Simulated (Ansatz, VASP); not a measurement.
# Cross-check of TiTeSe between VASP and Ansatz, part 2 of 2

One calculation is typed for both programs; each brings its own data sets. How far apart do they land? The cell is taken from a series of runs on this material, whose earlier steps may have relaxed, scaled, displaced or heated it; both programs get it as it stands.

VASP 6.6.1 and Ansatz 0.2.0.

So far: Set-up; Ansatz: zone-centre phonons, PBEsol.

## 3. VASP: zone-centre phonons, PBEsol

Level of this step: PBEsol, no spin polarisation; plane waves and PAW (Ti_sv, Se, Te) (VASP).

The same cell, functional, mesh and smearing now go to VASP, with its own data sets.

Lines of VASP's logs that name or quote its potential files are left out, and so is its time.

File INCAR:

```
SYSTEM = TiTeSe
PREC = Accurate
ENCUT = 500
EDIFF = 1E-08
NELM = 120
ISMEAR = 1
SIGMA = 0.2
LREAL = .FALSE.
ALGO = Normal
GGA = PS
NBANDS = 18
LASPH = .TRUE.
LORBIT = 11
LWAVE = .FALSE.
LCHARG = .FALSE.
ISIF = 2
IBRION = 8
GGA_COMPAT = .FALSE.
NELMDL = -8
KPAR = 2
```

File POSCAR:

```
TiTeSe
1.0
    3.4629272688      0.0000000000      0.0000000000
   -1.7314636344      2.9989829863      0.0000000000
    0.0000000000      0.0000000000     30.0000000000
Ti Se Te
1 1 1
Direct
    0.0000000000      0.0000000000      0.3367630141
    0.3333333333      0.6666666667      0.3863225184
    0.6666666667      0.3333333333      0.2735811342
```

File KPOINTS:

```
Automatic mesh
0
Gamma
15 15 1
0 0 0
```

The projector-augmented-wave data sets are Ti_sv, Se and Te (PBE family, release 64).

The run is started by

```sh
> mpirun -np 2 vasp_std
```

Numbers of over 12 decimals in the logs are rounded to 6 here.

What it wrote:

```text
[banner, memory and clock lines left out]
running    2 mpi-ranks, on    1 nodes
 distrk:  each k-point on    1 cores,    2 groups
 distr:  one band on    1 cores,    1 groups

 POSCAR found type information on POSCAR TiSeTe
 POSCAR found :  3 types and       3 ions
|                                                                             |
|               ----> ADVICE to this user running VASP <----                  |
|                                                                             |
|     You enforced a specific xc type in the INCAR file but a different       |
|     [... a line on the potential file left out ...]
|     I HOPE YOU KNOW WHAT YOU ARE DOING!                                     |
|                                                                             |

 LDA part: xc-table for (Slater+PW92), standard interpolation
 POSCAR, INCAR and KPOINTS ok, starting setup
 FFT: planning ... GRIDC
 FFT: planning ... GRID_SOFT
 FFT: planning ... GRID
 WAVECAR not read
 entering main loop
       N       E                     dE             d eps       ncg     rms          rms(c)
DAV:   1     0.163349457224E+03    0.16335E+03   -0.10256E+04  1196   0.968E+02
DAV:   2     0.161269196075E+01   -0.16174E+03   -0.15914E+03  1288   0.234E+02
DAV:   3    -0.194278930433E+02   -0.21041E+02   -0.20916E+02  1758   0.784E+01
DAV:   4    -0.205242924424E+02   -0.10964E+01   -0.10908E+01  1300   0.177E+01
DAV:   5    -0.206307492320E+02   -0.10646E+00   -0.10641E+00  1550   0.433E+00
DAV:   6    -0.206316736541E+02   -0.92442E-03   -0.92435E-03  1342   0.526E-01
DAV:   7    -0.206317040994E+02   -0.30445E-04   -0.30444E-04  1544   0.825E-02
DAV:   8    -0.206317043420E+02   -0.24258E-06   -0.24251E-06  1352   0.851E-03    0.132E+01
DAV:   9    -0.197666741844E+02    0.86503E+00   -0.26572E+01  1168   0.392E+01    0.102E+01
DAV:  10    -0.188861593659E+02    0.88051E+00   -0.22383E+01  1308   0.327E+01    0.578E+00
DAV:  11    -0.184045489965E+02    0.48161E+00   -0.19293E+00  1126   0.108E+01    0.189E+00
DAV:  12    -0.183947780005E+02    0.97710E-02   -0.36697E-01  1394   0.406E+00    0.118E+00
DAV:  13    -0.183823125358E+02    0.12465E-01   -0.96304E-02  1224   0.256E+00    0.449E-01
DAV:  14    -0.183810277491E+02    0.12848E-02   -0.61359E-03  1154   0.659E-01    0.194E-01
[...]
DAV:  26    -0.183818588106E+02   -0.95365E-05   -0.35348E-07  1104   0.192E-03    0.840E-04
DAV:  27    -0.183818606132E+02   -0.18027E-05   -0.26434E-08  1184   0.922E-04    0.428E-04
DAV:  28    -0.183818625453E+02   -0.19321E-05   -0.31334E-08  1064   0.658E-04    0.253E-04
DAV:  29    -0.183818631735E+02   -0.62814E-06   -0.12220E-08  1064   0.583E-04    0.181E-04
DAV:  30    -0.183818632956E+02   -0.12212E-06   -0.37890E-10   892   0.226E-04    0.111E-04
DAV:  31    -0.183818633606E+02   -0.64985E-07   -0.40983E-11   734   0.158E-04    0.549E-05
DAV:  32    -0.183818633784E+02   -0.17807E-07    0.48480E-10   764   0.589E-05    0.263E-05
DAV:  33    -0.183818633855E+02   -0.71213E-08    0.54400E-10   640   0.325E-05
   1 F= -.18381863E+02 E0= -.18382660E+02  d E =0.239021E-02
 Linear response reoptimize wavefunctions to high precision
DAV:   1    -0.183818633875E+02   -0.20304E-08    0.55564E-10   788   0.222E-05
DAV:   2    -0.183818633875E+02    0.27285E-10    0.58082E-10   608   0.858E-06
 Linear response DOF=           6
 Linear response progress:
  Degree of freedom:   1/  6
       N       E                     dE             d eps       ncg     rms          rms(c)
RMM:   1    -0.725466266492E+00   -0.72547E+00    0.11317E+01  4068   0.134E+02
RMM:   2    -0.683470684463E+00    0.41996E-01   -0.42506E-01  7155   0.530E+00    0.208E-01
RMM:   4    -0.681252798149E+00   -0.25279E-03   -0.15281E-02 10098   0.532E-01    0.318E-02
RMM:   5    -0.682561587466E+00   -0.13088E-02   -0.12527E-03 10581   0.194E-01    0.140E-02
[...]
RMM:  12    -0.738454583875E+00    0.24349E-05   -0.13934E-06  2494   0.260E-03    0.173E-04
RMM:  13    -0.738460485216E+00   -0.59013E-05   -0.13734E-06  2309   0.177E-03    0.964E-05
RMM:  14    -0.738459815690E+00    0.66953E-06   -0.14194E-06  2276   0.137E-03    0.933E-05
RMM:  15    -0.738459150032E+00    0.66566E-06   -0.13896E-06  2271   0.106E-03    0.344E-05
RMM:  16    -0.738460002173E+00   -0.85214E-06   -0.11788E-06  2418   0.774E-04    0.205E-05
RMM:  17    -0.738460172077E+00   -0.16990E-06   -0.10409E-06  2375   0.634E-04    0.155E-05
RMM:  18    -0.738460517040E+00   -0.34496E-06   -0.10064E-06  2304   0.546E-04    0.104E-05
RMM:  19    -0.738460336455E+00    0.18058E-06   -0.76765E-07  2362   0.463E-04    0.624E-06
RMM:  20    -0.738460390947E+00   -0.54492E-07   -0.79186E-07  2503   0.401E-04    0.750E-06
RMM:  21    -0.738460381336E+00    0.96109E-08   -0.69973E-07  2535   0.354E-04    0.121E-05
RMM:  22    -0.738460391484E+00   -0.10148E-07   -0.60592E-07  2207   0.327E-04    0.182E-05
RMM:  23    -0.738460425811E+00   -0.34327E-07   -0.52156E-07  2153   0.302E-04    0.329E-05
RMM:  24    -0.738460435020E+00   -0.92091E-08   -0.47622E-07  2271   0.276E-04    0.343E-05
RMM:  25    -0.738460459839E+00   -0.24819E-07   -0.42758E-07  2413   0.254E-04    0.406E-05
[...]
RMM:  34    -0.738460447772E+00   -0.25907E-09   -0.17945E-07  2166   0.144E-04    0.253E-06
[...]
RMM:   4    -0.756797961220E-01   -0.40193E-03   -0.31887E-04  9449   0.790E-02    0.833E-03
RMM:   5    -0.756675006329E-01    0.12295E-04   -0.90093E-05 10464   0.340E-02    0.488E-03
RMM:   6    -0.756696506953E-01   -0.21501E-05   -0.17159E-05 10305   0.147E-02    0.248E-03
RMM:   7    -0.756743183510E-01   -0.46677E-05   -0.38596E-06  9990   0.761E-03    0.225E-03
RMM:   8    -0.756775472548E-01   -0.32289E-05   -0.17615E-06  9876   0.435E-03    0.922E-04
RMM:   9    -0.756793965742E-01   -0.18493E-05   -0.18473E-07 10804   0.229E-03    0.256E-04
RMM:  10    -0.756796190833E-01   -0.22251E-06    0.12123E-07 10856   0.110E-03    0.146E-04
RMM:  11    -0.756799528623E-01   -0.33378E-06   -0.13282E-07 10851   0.593E-04    0.417E-05
RMM:  12    -0.756799038925E-01    0.48970E-07    0.61666E-08 10977   0.320E-04    0.153E-05
RMM:  13    -0.756798886132E-01    0.15279E-07   -0.10374E-07 10960   0.178E-04    0.101E-05
RMM:  14    -0.756799013017E-01   -0.12688E-07   -0.31939E-08 10996   0.101E-04    0.768E-06
RMM:  15    -0.756799062630E-01   -0.49613E-08   -0.38516E-08 11091   0.578E-05    0.365E-06
 first order change of Fermi-energy   0.28181E-03
 force on displaced ion       2 direction 1 :  -5.116  -0.000   0.002
 Linear response progress:
  Degree of freedom:   4/  6
       N       E                     dE             d eps       ncg     rms          rms(c)
RMM:   1    -0.129350360505E+00   -0.12935E+00    0.26784E-02  2325   0.166E+00
RMM:   2    -0.124442182138E+00    0.49082E-02   -0.48447E-03  1995   0.370E-01    0.152E-01
RMM:   3    -0.124688620749E+00   -0.24644E-03   -0.13339E-03  1863   0.258E-01    0.151E-01
RMM:   4    -0.124513583094E+00    0.17504E-03   -0.53422E-04  1898   0.183E-01    0.656E-02
RMM:   5    -0.124657546322E+00   -0.14396E-03   -0.22530E-04  2258   0.750E-02    0.165E-02
RMM:   6    -0.124659278509E+00   -0.17322E-05   -0.57628E-05  2432   0.363E-02    0.132E-02
RMM:   7    -0.124641756182E+00    0.17522E-04   -0.12337E-05  2156   0.208E-02    0.322E-03
RMM:   8    -0.124640699053E+00    0.10571E-05   -0.44966E-06  2433   0.956E-03    0.123E-03
RMM:   9    -0.124641798522E+00   -0.10995E-05   -0.11857E-06  2449   0.425E-03    0.122E-03
RMM:  10    -0.124642206891E+00   -0.40837E-06   -0.71437E-08  2267   0.293E-03    0.682E-04
RMM:  11    -0.124642858947E+00   -0.65206E-06    0.43795E-07  2440   0.149E-03    0.217E-04
RMM:  12    -0.124642765881E+00    0.93066E-07   -0.25758E-07  2320   0.864E-04    0.158E-04
RMM:  13    -0.124642740922E+00    0.24958E-07   -0.20643E-07  2464   0.455E-04    0.930E-05
RMM:  14    -0.124642724537E+00    0.16386E-07    0.53891E-08  2438   0.240E-04    0.266E-05
RMM:  15    -0.124642728132E+00   -0.35952E-08   -0.22370E-08  2279   0.160E-04    0.263E-05
 first order change of Fermi-energy  -0.42257E+00
 force on displaced ion       2 direction 3 :  -0.000   0.000  -9.340
 Linear response progress:
  Degree of freedom:   5/  6
       N       E                     dE             d eps       ncg     rms          rms(c)
RMM:   1    -0.388610918549E-01   -0.38861E-01   -0.11233E-02  9681   0.931E-01
RMM:   2    -0.367952240893E-01    0.20659E-02   -0.33985E-03  8424   0.296E-01    0.692E-02
RMM:   3    -0.369375191571E-01   -0.14230E-03   -0.73237E-04  9514   0.111E-01    0.362E-02
RMM:   4    -0.369897629201E-01   -0.52244E-04   -0.12897E-04 10115   0.432E-02    0.260E-02
RMM:   5    -0.370719536679E-01   -0.82191E-04   -0.30131E-05  9103   0.275E-02    0.254E-03
RMM:   6    -0.370660873184E-01    0.58663E-05   -0.96620E-06  9915   0.119E-02    0.174E-03
RMM:   7    -0.370643118114E-01    0.17755E-05   -0.20082E-06  9828   0.608E-03    0.140E-03
RMM:   8    -0.370629980432E-01    0.13138E-05   -0.20564E-07  9926   0.310E-03    0.418E-04
RMM:   9    -0.370627486541E-01    0.24939E-06   -0.10347E-06 10793   0.149E-03    0.160E-04
RMM:  10    -0.370627972722E-01   -0.48618E-07    0.45019E-07 10970   0.677E-04    0.828E-05
RMM:  11    -0.370628976261E-01   -0.10035E-06   -0.39631E-08 10828   0.358E-04    0.260E-05
RMM:  12    -0.370629164983E-01   -0.18872E-07    0.22270E-07 10920   0.190E-04    0.131E-05
RMM:  13    -0.370629404481E-01   -0.23950E-07   -0.36762E-08 10998   0.104E-04    0.448E-06
RMM:  14    -0.370629452826E-01   -0.48345E-08    0.60950E-08 10946   0.561E-05    0.112E-06
 first order change of Fermi-energy   0.27737E-03
 force on displaced ion       3 direction 1 :  -2.734   0.001  -0.001
 Linear response progress:
  Degree of freedom:   6/  6
       N       E                     dE             d eps       ncg     rms          rms(c)
RMM:   1    -0.905220802202E-01   -0.90522E-01    0.25659E-02  2260   0.129E+00
RMM:   2    -0.883201508347E-01    0.22019E-02   -0.51814E-03  2028   0.363E-01    0.123E-01
RMM:   3    -0.884793180802E-01   -0.15917E-03   -0.10914E-03  1965   0.206E-01    0.110E-01
RMM:   4    -0.884350467248E-01    0.44271E-04   -0.40923E-04  2009   0.147E-01    0.616E-02
RMM:   5    -0.884588047896E-01   -0.23758E-04   -0.13447E-04  2116   0.682E-02    0.445E-02
RMM:   6    -0.885110110458E-01   -0.52206E-04   -0.56918E-05  2075   0.537E-02    0.128E-02
RMM:   7    -0.885094932467E-01    0.15178E-05   -0.22281E-05  2351   0.259E-02    0.657E-03
RMM:   8    -0.885093474416E-01    0.14581E-06   -0.67403E-06  2392   0.136E-02    0.219E-03
RMM:   9    -0.885102792431E-01   -0.93180E-06   -0.76233E-06  2483   0.576E-03    0.253E-03
RMM:  10    -0.885099043122E-01    0.37493E-06   -0.38871E-06  2499   0.275E-03    0.349E-03
RMM:  11    -0.885119957514E-01   -0.20914E-05   -0.16066E-06  2227   0.227E-03    0.134E-03
RMM:  12    -0.885136121681E-01   -0.16164E-05   -0.80956E-07  2220   0.164E-03    0.392E-04
RMM:  13    -0.885144100434E-01   -0.79788E-06   -0.34226E-07  2270   0.699E-04    0.518E-04
RMM:  14    -0.885149054508E-01   -0.49541E-06   -0.43421E-07  2289   0.432E-04    0.292E-04
RMM:  15    -0.885151490459E-01   -0.24360E-06   -0.77568E-07  2279   0.286E-04    0.112E-04
RMM:  16    -0.885152302048E-01   -0.81159E-07   -0.33636E-07  2253   0.207E-04    0.788E-05
RMM:  17    -0.885155389324E-01   -0.30873E-06   -0.30984E-07  2182   0.172E-04    0.467E-05
RMM:  18    -0.885155564783E-01   -0.17546E-07   -0.29416E-07  2385   0.813E-05    0.460E-05
RMM:  19    -0.885155812814E-01   -0.24803E-07   -0.11393E-07  2322   0.528E-05    0.159E-05
RMM:  20    -0.885155885661E-01   -0.72847E-08   -0.72587E-08  2150   0.432E-05    0.146E-05
 first order change of Fermi-energy  -0.85674E+00
 force on displaced ion       3 direction 3 :  -0.000   0.000  -8.654
 Linear response finished
```

Parts of OUTCAR (step 3):

```text
ion  position               nearest neighbor table
   1  0.000  0.000  0.337-   2 2.49   2 2.49   2 2.49   3 2.76   3 2.76   3 2.76
   2  0.333  0.667  0.386-   1 2.49   1 2.49   1 2.49
   3  0.667  0.333  0.274-   1 2.76   1 2.76   1 2.76

  LATTYP: Found a hexagonal cell.
 ALAT       =     3.4629272688
 C/A-ratio  =     8.6631908993

 Subroutine GETGRP returns: Found  6 space group operations
 (whereof  6 operations were pure point group operations)

The static configuration has the point symmetry C_3v.

 Found     27 irreducible k-points:

   k-points           NKPTS =     27   k-points in BZ     NKDIM =     27   number of bands    NBANDS=     18

   dimension x,y,z NGX =    28 NGY =   28 NGZ =  224
   dimension x,y,z NGXF=    56 NGYF=   56 NGZF=  448

   ENCUT  =  500.0 eV  36.75 Ry    6.06 a.u.   6.31  6.31 54.70*2*pi/ulx,y,z

   NELECT =      24.0000    total number of electrons

 k-points in reciprocal lattice and weights: Automatic mesh
   0.00000000  0.00000000  0.00000000       0.004
   0.06666667  0.00000000  0.00000000       0.027
   0.13333333 -0.00000000  0.00000000       0.027
   0.20000000  0.00000000  0.00000000       0.027
   0.26666667 -0.00000000  0.00000000       0.027
   0.33333333  0.00000000  0.00000000       0.027
   0.40000000  0.00000000  0.00000000       0.027
   0.46666667 -0.00000000  0.00000000       0.027
   0.06666667  0.06666667  0.00000000       0.027
[...]
0.33333333  0.26666667  0.00000000       0.053
   0.33333333  0.33333333  0.00000000       0.009

 average (electrostatic) potential at core
       1 -83.4229       2 -60.3040       3 -96.3600

  Total        1.5769738      1.5769738      0.0758149      0.0000000     -0.0000000      0.0000000
  in kB        8.1095439      8.1095439      0.3898760      0.0000000     -0.0000000      0.0000000
  external PRESSURE =       5.5363212 kB  Pullay stress =       0.0000000 kB

  energy-cutoff  :      500.00
  volume of cell :      311.56
      direct lattice vectors                 reciprocal lattice vectors
     3.462927269  0.000000000  0.000000000     0.288773030  0.166723187  0.000000000
    -1.731463634  2.998982986  0.000000000     0.000000000  0.333446373  0.000000000
     0.000000000  0.000000000 30.000000000     0.000000000  0.000000000  0.033333333

 POSITION                                       TOTAL-FORCE (eV/Angst)
 -----------------------------------------------------------------------------------
      0.00000      0.00000     10.10289        -0.000000      0.000000     -0.004862
     -0.00000      1.99932     11.58968         0.000000      0.000000      0.028855
      1.73146      0.99966      8.20743         0.000000     -0.000000     -0.023993
 -----------------------------------------------------------------------------------
    total drift:                                0.000000      0.000000     -0.000533

 Eigenvectors and eigenvalues of the dynamical matrix
 ----------------------------------------------------

   1 f  =   10.099415 THz    63.456497 2PiTHz  336.880231 cm-1    41.767807 meV
             X         Y         Z           dx          dy          dz
      0.000000  0.000000 10.102890     0.000000    0.000000    0.888962
     -0.000000  1.999322 11.589676     0.000000    0.000000   -0.392649
      1.731464  0.999661  8.207434    -0.000000   -0.000000   -0.235742

   2 f  =    6.499968 THz    40.840506 2PiTHz  216.815607 cm-1    26.881697 meV
             X         Y         Z           dx          dy          dz
      0.000000  0.000000 10.102890    -0.000001    0.843061    0.000000
     -0.000000  1.999322 11.589676     0.000000   -0.528332   -0.000000
      1.731464  0.999661  8.207434     0.000000   -0.100564   -0.000000

   3 f  =    6.499968 THz    40.840506 2PiTHz  216.815607 cm-1    26.881697 meV
             X         Y         Z           dx          dy          dz
      0.000000  0.000000 10.102890     0.843061    0.000001    0.000000
     -0.000000  1.999322 11.589676    -0.528332   -0.000000    0.000000
      1.731464  0.999661  8.207434    -0.100564   -0.000000   -0.000000

   4 f  =    4.962044 THz    31.177440 2PiTHz  165.515962 cm-1    20.521355 meV
             X         Y         Z           dx          dy          dz
      0.000000  0.000000 10.102890     0.000000    0.000000   -0.146735
     -0.000000  1.999322 11.589676     0.000000   -0.000000   -0.731793
      1.731464  0.999661  8.207434    -0.000000    0.000000    0.665544

   5 f  =    3.138194 THz    19.717855 2PiTHz  104.678887 cm-1    12.978522 meV
             X         Y         Z           dx          dy          dz
      0.000000  0.000000 10.102890     0.000003   -0.318173   -0.000000
     -0.000000  1.999322 11.589676     0.000006   -0.640711   -0.000000
      1.731464  0.999661  8.207434    -0.000006    0.698753   -0.000000

   6 f  =    3.138194 THz    19.717855 2PiTHz  104.678887 cm-1    12.978522 meV
             X         Y         Z           dx          dy          dz
      0.000000  0.000000 10.102890     0.318173    0.000003   -0.000000
     -0.000000  1.999322 11.589676     0.640711    0.000006   -0.000000
      1.731464  0.999661  8.207434    -0.698753   -0.000006   -0.000000

   7 f/i=    0.000503 THz     0.003162 2PiTHz    0.016787 cm-1     0.002081 meV
             X         Y         Z           dx          dy          dz
      0.000000  0.000000 10.102890    -0.000000    0.000000   -0.433839
     -0.000000  1.999322 11.589676    -0.000000    0.000000   -0.557051
      1.731464  0.999661  8.207434    -0.000000    0.000000   -0.708151

   8 f/i=    0.001230 THz     0.007731 2PiTHz    0.041043 cm-1     0.005089 meV
             X         Y         Z           dx          dy          dz
      0.000000  0.000000 10.102890    -0.307412   -0.305798    0.000000
     -0.000000  1.999322 11.589676    -0.394961   -0.392887    0.000000
      1.731464  0.999661  8.207434    -0.502131   -0.499495    0.000000

   9 f/i=    0.001230 THz     0.007731 2PiTHz    0.041043 cm-1     0.005089 meV
             X         Y         Z           dx          dy          dz
      0.000000  0.000000 10.102890    -0.305798    0.307412    0.000000
     -0.000000  1.999322 11.589676    -0.392887    0.394961    0.000000
      1.731464  0.999661  8.207434    -0.499495    0.502131    0.000000

 ELASTIC MODULI CONTR FROM IONIC RELAXATION (kBar)
 Direction    XX          YY          ZZ          XY          YZ          ZX
 --------------------------------------------------------------------------------
 XX         -82.6706    -56.4640   -139.1799      0.0000     40.5336     -0.0000
 YY         -56.4640    -82.6706   -139.1799      0.0000    -40.5336     -0.0000
 ZZ        -139.1799   -139.1799   -295.8948      0.0000      0.0000     -0.0000
 XY           0.0000      0.0000      0.0000    -13.1033     -0.0000     36.8142
 YZ          40.5336    -40.5336      0.0000     -0.0000   -133.1685      0.0000
 ZX          -0.0000     -0.0000     -0.0000     36.8142      0.0000   -106.9207
 --------------------------------------------------------------------------------
```

This run has no spin polarisation, so a moment on Ti, if there is one, isn't seen.

## 4. Differences

Known differences besides the potentials themselves: Ansatz cuts the interaction across the vacuum, VASP repeats the sheet without a dipole correction; the data sets hold 44 valence electrons in Ansatz (on its PAW soft_1 files) and 24 in VASP; the cutoff is 420 eV in Ansatz and 500 eV in VASP; Ansatz makes its cores anew for this functional, VASP keeps those of its PBE data sets. Total energies have different zeros and are not compared.

Both answers:

| quantity | Ansatz | VASP | difference |
| --- | --- | --- | --- |
| optical mode 1 to 2 (cm⁻¹) | 104.5 | 104.7 | -0.22 % |
| optical mode 3 (cm⁻¹) | 165.4 | 165.5 | -0.04 % |
| optical mode 4 to 5 (cm⁻¹) | 215.8 | 216.8 | -0.47 % |
| optical mode 6 (cm⁻¹) | 336.1 | 336.9 | -0.22 % |

Modes are paired by rising frequency, not by their patterns, so a pair may set unlike modes beside each other; they are those without the splitting of longitudinal modes. Where the cell holds vacuum, a pressure given here is an average over it and none of the material.

## 5. Outcome

```json
{
 "r.m.s. difference of the optical zone-centre modes, each program's sorted by frequency (zone-centre phonons, PBEsol)": "0.68 cm⁻¹"
}
```

What this shows: The r.m.s. difference of the optical zone-centre modes, each program's sorted by frequency is 0.68 cm⁻¹ (zone-centre phonons, PBEsol). The data sets hold unlike numbers of valence electrons (44 in Ansatz and 24 in VASP), so part of the differences may come from the potentials. Such differences can come from data sets, numerical settings and the points named under the comparisons, not from the functional's error against experiment.

[Lines on the potential files, build, host, timing and source positions are cut from VASP's logs without a mark.]

[Logs are printed without paths, hosts, clocks, repeated set-up lines and the standing remarks that a program may print on its own settings, such as how far it seeks lower states.]

[Hosts, paths, dates, database ids (printed as entryN), source tags and the programs' standing remarks are cut or masked in the printed files.]
